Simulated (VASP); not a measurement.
# TaSn (P6/mmm) in VASP: elastic constants with PBE

Aim: the elastic constants of TaSn with PBE.

All numbers are computed with VASP 6.6.1; they aren't measurements. Logs are shortened: lines on timing, memory, paths and dates and some standing lists are left out, and cuts for length are marked.

### 1 The structure

Symmetry: P6/mmm, No. 191, hexagonal system. The conventional cell has a = 5.793 Å, b = 5.793 Å, c = 4.831 Å, α = 90.00°, β = 90.00°, γ = 120.00°. Around Ta (site symmetry mmm) lie 6 Sn at 2.90 to 2.94 Å and 4 Ta at 2.90 Å. Around Sn (site symmetry -6m2) lie 6 Ta at 2.94 Å and 3 Sn at 3.34 Å. Sn (site symmetry 6/mmm) has 6 Ta at 2.90 Å as nearest neighbours.

The cell was built by a generator and needn't be a form met in nature.

### 2 Elastic constants, PBE

POSCAR reads:

```
TaSn
1.0
    5.7927780000      0.0000000000      0.0000000000
   -2.8963890000      5.0166930000      0.0000000000
    0.0000000000      0.0000000000      4.8311500000
Ta Sn
3 3
Direct
    0.5000000000      0.0000000000      0.0000000000
    0.5000000000      0.5000000000      0.0000000000
    0.0000000000      0.5000000000      0.0000000000
    0.3333330000      0.6666670000      0.5000000000
    0.6666670000      0.3333330000      0.5000000000
    0.0000000000      0.0000000000      0.0000000000
```

INCAR.step1 reads:

```
SYSTEM = TaSn
  PREC = Accurate
  ENCUT = 520
  EDIFF = 1E-8
  ISMEAR = 0
  SIGMA = 0.1
  LREAL = .FALSE.
  LASPH = .TRUE.
  NELM = 100
  ALGO = Fast
  ISIF = 3
  LWAVE = .FALSE.
  LCHARG = .FALSE.
  GGA = PE
  KPAR = 8
  IBRION = 2
  NSW = 40
  EDIFFG = -0.002
```

INCAR.step2 reads:

```
SYSTEM = TaSn
  PREC = Accurate
  ENCUT = 520
  EDIFF = 1E-8
  ISMEAR = 0
  SIGMA = 0.1
  LREAL = .FALSE.
  LASPH = .TRUE.
  NELM = 100
  ALGO = Fast
  ISIF = 3
  LWAVE = .FALSE.
  LCHARG = .FALSE.
  GGA = PE
  KPAR = 8
  IBRION = 6
  NFREE = 2
  POTIM = 0.015
  NSW = 1
```

KPOINTS reads:

```
Automatic mesh
0
G
  5 5 5
  0 0 0
```

Potentials or basis: VASP PAW PBE potentials, release 64 (Ta_pv, Sn_d).

Launch:

```
cat potpaw_PBE.64/Ta_pv/POTCAR potpaw_PBE.64/Sn_d/POTCAR > POTCAR
cp INCAR.step1 INCAR
mpirun -np 8 vasp_std > vasp.out
cp CONTCAR POSCAR
cp INCAR.step2 INCAR
mpirun -np 8 vasp_std > vasp.out
```

OUTCAR:

```text
SYSTEM = TaSn
   PREC = Accurate
   ENCUT = 520
   EDIFF = 1E-8
   ISMEAR = 0
   LREAL = .FALSE.
   LASPH = .TRUE.
   NELM = 100
   ISIF = 3
   GGA = PE
   IBRION = 6
   NFREE = 2
   POTIM = 0.015
   NSW = 1

 ion  position               nearest neighbor table
   1  0.500  0.000  0.000-   6 2.90   6 2.90   2 2.90   2 2.90   3 2.90   3 2.90   5 2.94   5 2.94
                             4 2.94   4 2.94
   2  0.500  0.500  0.000-   3 2.90   3 2.90   6 2.90   1 2.90   1 2.90   6 2.90   5 2.94   5 2.94
                             4 2.94   4 2.94
   3  0.000  0.500  0.000-   2 2.90   2 2.90   6 2.90   6 2.90   1 2.90   1 2.90   5 2.94   5 2.94
                             4 2.94   4 2.94
   4  0.333  0.667  0.500-   3 2.94   3 2.94   1 2.94   1 2.94   2 2.94   2 2.94   5 3.34   5 3.34
                             5 3.34
   5  0.667  0.333  0.500-   3 2.94   3 2.94   1 2.94   1 2.94   2 2.94   2 2.94   4 3.34   4 3.34
                             4 3.34
   6  0.000  0.000  0.000-   1 2.90   1 2.90   3 2.90   3 2.90   2 2.90   2 2.90

  LATTYP: Found a hexagonal cell.
 ALAT       =     5.7934143986
 C/A-ratio  =     0.8340414035

  Lattice vectors:

 A1 = (   5.7934143986,   0.0000000000,   0.0000000000)
 A2 = (  -2.8967071993,   5.0172441374,   0.0000000000)
 A3 = (   0.0000000000,   0.0000000000,   4.8319474758)

Analysis of symmetry for initial positions (statically):
=====================================================================
 Subroutine PRICEL returns:
 Original cell was already a primitive cell.

 Routine SETGRP: Setting up the symmetry group for a
 hexagonal supercell.

 Subroutine GETGRP returns: Found 24 space group operations
 (whereof 24 operations were pure point group operations)
 out of a pool of 24 trial point group operations.

The static configuration has the point symmetry D_6h.

Analysis of symmetry for dynamics (positions and initial velocities):
=====================================================================
 Subroutine PRICEL returns:
 Original cell was already a primitive cell.

 Routine SETGRP: Setting up the symmetry group for a
 hexagonal supercell.

 Subroutine GETGRP returns: Found 24 space group operations
 (whereof 24 operations were pure point group operations)
 out of a pool of 24 trial point group operations.

The dynamic configuration has the point symmetry D_6h.

 Subroutine INISYM returns: Found 24 space group operations
 (whereof 24 operations are pure point group operations),
 and found     1 'primitive' translations

----------------------------------------------------------------------------------------

                                     Primitive cell

  volume of cell :     140.4501

  direct lattice vectors                    reciprocal lattice vectors
     5.793414399  0.000000000  0.000000000     0.172609783  0.099656303  0.000000000
    -2.896707199  5.017244137  0.000000000     0.000000000  0.199312605  0.000000000
     0.000000000  0.000000000  4.831947476     0.000000000  0.000000000  0.206955892

  length of vectors
     5.793414399  5.793414480  4.831947476     0.199312608  0.199312605  0.206955892

  position of ions in fractional coordinates (direct lattice)
     0.500000000  0.000000000  0.000000000
     0.500000000  0.500000000  0.000000000
     0.000000000  0.500000000  0.000000000
     0.333333000  0.666667000  0.500000000
     0.666667000  0.333333000  0.500000000
     0.000000000  0.000000000  0.000000000

  ion indices of the primitive-cell ions
   primitive index   ion index
                 1           1
                 2           2
                 3           3
                 4           4
                 5           5
                 6           6

----------------------------------------------------------------------------------------

 KPOINTS: Automatic mesh

Automatic generation of k-mesh.
 Grid dimensions read from file:
 generate k-points for:    5    5    5

 Generating k-lattice:
[... 62 lines left out ...]
   PSTRESS=    0.0 pullay stress
   NELECT =      75.0000    total number of electrons
   NUPDOWN=      -1.0000    fix difference up-down
   EMIN   =  10.00;   EMAX   =-10.00  energy-range for DOS
   EFERMI =   0.00;   METHOD = LEGACY
   ISMEAR =     0;   SIGMA  =   0.10  broadening in eV -4-tet -1-fermi 0-gaus
   EFERMI_NEDOS =   21; number of points for ismear=-14 and -15
   IALGO  =     68    algorithm
   IMIX   =      4    mixing-type and parameters
     AMIX     =   0.40;   BMIX     =  1.00
     AMIX_MAG =   1.60;   BMIX_MAG =  1.00
  volume/ion in A,a.u.               =      23.41       157.97
  Fermi-wavevector in a.u.,A,eV,Ry     =   1.328173  2.509883 24.001261  1.764043
  Thomas-Fermi vector in A             =   2.457430
   LORBIT       =      0    0 simple, 1 ext, 2 COOP (PROOUT), +10 PAW based schemes
   GGA     = PE    functional components
   LHFCALC =     F    Hartree Fock is set to
   AEXX    =    0.0000 exact exchange contribution
   IVDW    =     0    specifies the selected vdW correction
   LEPSILON=     F    determine dielectric tensor
   LRPA    =     F    only Hartree local field effects (RPA)
 finite differences with symmetry
 non-spin polarized calculation
 RMM-DIIS sequential band-by-band and
 Gauss-broadening in eV      SIGMA  =   0.10
  energy-cutoff  :      520.00
  volume of cell :      140.45
 maximum number of plane-waves:      3804
 NGX is ok and might be reduce to    48
   NGX = 21   NGY = 21   NGZ = 17

--------------------------------------- Ionic step        1  -------------------------------------------

 number of electron      75.0000007 magnetization

 Free energy of the ion-electron system (eV)
  ---------------------------------------------------
  ext. energy  EPLUGINS =         0.00000000
  ---------------------------------------------------
  free energy    TOTEN  =       -46.68295825 eV

  energy without entropy =      -46.66418049  energy(sigma->0) =      -46.67356937

------------------------ aborting loop because EDIFF is reached ----------------------------------------

  FORCE on cell =-STRESS in cart. coord.  units (eV):
  Direction    XX          YY          ZZ          XY          YZ          ZX
  --------------------------------------------------------------------------------------
  -------------------------------------------------------------------------------------
  Total       -0.0070507     -0.0070507      0.0075878      0.0000000      0.0000000      0.0000000
  in kB       -0.0804305     -0.0804305      0.0865571      0.0000000      0.0000000      0.0000000
  external PRESSURE =      -0.0247680 kB  Pullay stress =       0.0000000 kB
[... 101 lines left out ...]
  FREE ENERGIE OF THE ION-ELECTRON SYSTEM (eV)
  ---------------------------------------------------
  free  energy   TOTEN  =       -46.6589205893 eV

  energy  without entropy=      -46.6397886899  energy(sigma->0) =      -46.64935464

[... ionic steps 4 to 24 ...]

--------------------------------------- Ionic step       25  -------------------------------------------

 number of electron      75.0000009 magnetization

------------------------ aborting loop because EDIFF is reached ----------------------------------------
[... 75 lines left out ...]
--------------------------------------- Ionic step       27  -------------------------------------------

 number of electron      75.0000002 magnetization

 Free energy of the ion-electron system (eV)
  ---------------------------------------------------
  ext. energy  EPLUGINS =         0.00000000
  ---------------------------------------------------
  free energy    TOTEN  =       -46.68260899 eV

  energy without entropy =      -46.66383518  energy(sigma->0) =      -46.67322208

 E-fermi :   6.5507     XC(G=0): -10.9287

 val. band max:        6.5156514598   @ k =   0.4000   0.2000   0.2000
 cond. band min:       6.5600275296   @ k =   0.4000   0.2000   0.0000
 fundamental gap:      0.0443760698
 Fermi energy:         6.5506904312

 k-point     1 :       0.0000    0.0000    0.0000
  band No.  band energies     occupation
      1     -28.1422      2.00000
      2     -27.9462      2.00000
      3     -27.9026      2.00000
      4     -27.9026      2.00000
      5     -27.8276      2.00000
      6     -27.8276      2.00000
[... 742 lines left out ...]
  FREE ENERGIE OF THE ION-ELECTRON SYSTEM (eV)
  ---------------------------------------------------
  free  energy   TOTEN  =       -46.6826089866 eV

  energy  without entropy=      -46.6638351824  energy(sigma->0) =      -46.67322208

 INTERNAL STRAIN TENSORS FROM STRAINED CELLS
 ============================================

 INTERNAL STRAIN TENSOR FOR ION    1 for displacements in x,y,z  (eV/Angst):
          X           Y           Z          XY          YZ          ZX
  --------------------------------------------------------------------------------
  x    -0.00000    -0.00000     0.00000     0.00000    -0.00000    -0.00000
  y     0.00000     0.00000     0.00000    -0.00000    -0.00000     0.00000
  z     0.00000     0.00000     0.00000     0.00000     0.00000     0.00000

 INTERNAL STRAIN TENSORS FROM DISPLACED ATOMS
 ============================================

 INTERNAL STRAIN TENSOR FOR ION    1 for displacements in x,y,z  (eV/Angst):
          X           Y           Z          XY          YZ          ZX
  --------------------------------------------------------------------------------
  x     0.00000     0.00000     0.00000     0.00000     0.00000     0.00000
  y     0.00000     0.00000     0.00000     0.00000     0.00000     0.00000
  z     0.00000     0.00000     0.00000     0.00000     0.00000     0.00000

 INTERNAL STRAIN TENSOR FOR ION    6 for displacements in x,y,z  (eV/Angst):
          X           Y           Z          XY          YZ          ZX
  --------------------------------------------------------------------------------
  x     0.00000     0.00000     0.00000     0.00000     0.00000     0.00000
  y     0.00000     0.00000     0.00000     0.00000     0.00000     0.00000
  z     0.00000     0.00000     0.00000     0.00000     0.00000     0.00000

 Eigenvectors and eigenvalues of the dynamical matrix
 ----------------------------------------------------

   1 f  =    6.012325 THz    37.776549 2PiTHz  200.549561 cm-1    24.864965 meV
             X         Y         Z           dx          dy          dz
      2.896707  0.000000  0.000000     0.000000   -0.000000    0.317514
      1.448354  2.508622  0.000000     0.000000    0.000000    0.317514
     -1.448354  2.508622  0.000000    -0.000000   -0.000000    0.317514
     -0.000003  3.344831  2.415974     0.000000    0.000000   -0.590567
      2.896710  1.672413  2.415974     0.000000   -0.000000   -0.590567
      0.000000  0.000000  0.000000    -0.000000   -0.000000    0.003840
[... 145 lines left out ...]
  18 f/i=    0.004360 THz     0.027395 2PiTHz    0.145435 cm-1     0.018032 meV
             X         Y         Z           dx          dy          dz
      2.896707  0.000000  0.000000     0.000000    0.000000    0.449011
      1.448354  2.508622  0.000000     0.000000    0.000000    0.449011
     -1.448354  2.508622  0.000000     0.000000    0.000000    0.449011
     -0.000003  3.344831  2.415974     0.000000    0.000000    0.363289
      2.896710  1.672413  2.415974     0.000000    0.000000    0.363289
      0.000000  0.000000  0.000000     0.000000    0.000000    0.362229

--------------------------------------------------------------------------------------------------------

 ELASTIC MODULI CONTR FROM IONIC RELAXATION (kBar)
 Direction    XX          YY          ZZ          XY          YZ          ZX
 --------------------------------------------------------------------------------
 XX         -42.3802     42.3802      0.0000     -0.0000      0.0000      0.0000
 YY          42.3802    -42.3802      0.0000      0.0000     -0.0000      0.0000
 ZZ           0.0000      0.0000      0.0000      0.0000      0.0000      0.0000
 XY          -0.0000      0.0000      0.0000    -42.3802     -0.0000      0.0000
 YZ           0.0000     -0.0000      0.0000     -0.0000     -0.0000      0.0000
 ZX           0.0000      0.0000      0.0000      0.0000      0.0000      0.0000
 --------------------------------------------------------------------------------

 TOTAL ELASTIC MODULI (kBar)
 Direction    XX          YY          ZZ          XY          YZ          ZX
 --------------------------------------------------------------------------------
 XX        2313.0577    947.5581    596.9203     -0.0000      0.0000      0.0000
 YY         947.5581   2313.0578    596.9204      0.0000     -0.0000     -0.0000
 ZZ         596.9203    596.9204   2092.2605      0.0000     -0.0000     -0.0000
 XY          -0.0000      0.0000      0.0000    682.7498     -0.0000      0.0000
 YZ          -0.0000     -0.0000     -0.0000     -0.0000    621.5680      0.0000
 ZX           0.0000      0.0000     -0.0000      0.0000      0.0000    621.5672
 --------------------------------------------------------------------------------
```

It took 14 min on 8 MPI ranks of Intel Xeon Platinum 8488C (Sapphire Rapids), shared host; peak memory 0.58 GiB.

What came out:

```
Voigt bulk modulus                                      : 122 GPa
Highest phonon frequency at Γ, LO-TO splitting left out : 201 cm⁻¹
```

Phonon frequencies in cm⁻¹ (negative: imaginary):
| q point | frequencies |
| --- | --- |
| (0.000, 0.000, 0.000) | 0 0 0 87 87 90 117 117 122 122 122 122 142 159 184 197 197 201 |

Elastic tensor in Voigt notation (GPa, in the Cartesian axes of the cell as first typed):
```
231  95  60   0   0   0
 95 231  60   0   0   0
 60  60 209   0   0   0
  0   0   0  62   0   0
  0   0   0   0  62   0
  0   0   0   0   0  68
```

Clamped-ion elastic tensor (GPa):
```
236  91  60   0   0   0
 91 236  60   0   0   0
 60  60 209   0   0   0
  0   0   0  62   0   0
  0   0   0   0  62   0
  0   0   0   0   0  73
```

Spin-orbit coupling is left out, which matters for the levels of Ta.
